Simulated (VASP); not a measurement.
Here is the system:

```
CELL_PARAMETERS angstrom
      0.00000     2.75232     2.75232
      2.75232     0.00000     2.75232
      2.75232     2.75232     0.00000
ATOMIC_POSITIONS crystal
  Mg 0.00000 0.00000 0.00000
  Se 0.50000 0.50000 0.50000
```

These are PW91 GGA, VASP's PBE PAW potentials (set 64) (plane waves; VASP 6.6.1) values and carry that method's errors. Run with 520 eV cut-off, 9×9×9 Γ-centred mesh, tetrahedra with Blöchl corrections, potentials Mg Se.

**Question.** Estimate the energy per atom (σ→0).

**Answer.** 
```yaml
energy per atom (σ→0): -3.777 eV/atom
```

The absolute energy has meaning only against runs of the same code, potentials and settings.

The compound is MgSe in the rock salt structure. It was relaxed first.
